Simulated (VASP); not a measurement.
Computed with PBEsol GGA, VASP's PBE PAW potentials (set 64) (plane waves; VASP 6.6.1).

Input for VASP

File POSCAR:
```
BaHfO3
1
    4.1548964234     0.0000000000     0.0000000000
    0.0000000000     4.1548964234     0.0000000000
    0.0000000000     0.0000000000     4.1548964234
Ba Hf O
1 1 3
Direct
  0.0000000000   0.0000000000   0.0000000000
  0.5000000000   0.5000000000   0.5000000000
  0.5000000000   0.0000000000   0.5000000000
  0.0000000000   0.5000000000   0.5000000000
  0.5000000000   0.5000000000   0.0000000000
```

File KPOINTS:
```
K-points
0
Gamma
  6 6 6
```

### INCAR
```
SYSTEM = BaHfO3
PREC = Accurate; ENCUT = 520; LREAL = .False.
LASPH = .True.
EDIFF = 1E-7; NELM = 100; ALGO = Normal
LMAXMIX = 6
ISMEAR = -5
GGA = PS
ISIF = 2
LWAVE = .False.; LCHARG = .True.; LORBIT = 11
NEDOS = 601
```

POTCAR, in this order: Ba_sv Hf_pv O (PBE.64 set). Program: vasp_std.

**Question.** What will the output report for the number of irreducible k-points (NKPTS), number of bands (NBANDS), largest plane-wave count, number of space-group operations, FFT grid (NGX, NGY, NGZ)?

**Answer.** 
| Property | Result |
|---|---|
| number of irreducible k-points (NKPTS) | 20 |
| number of bands (NBANDS) | 23 |
| largest plane-wave count | 1956 |
| number of space-group operations | 48 |
| FFT grid (NGX, NGY, NGZ) | 32 × 32 × 32 |

The compound is BaHfO3 in the cubic perovskite structure. It was relaxed first.
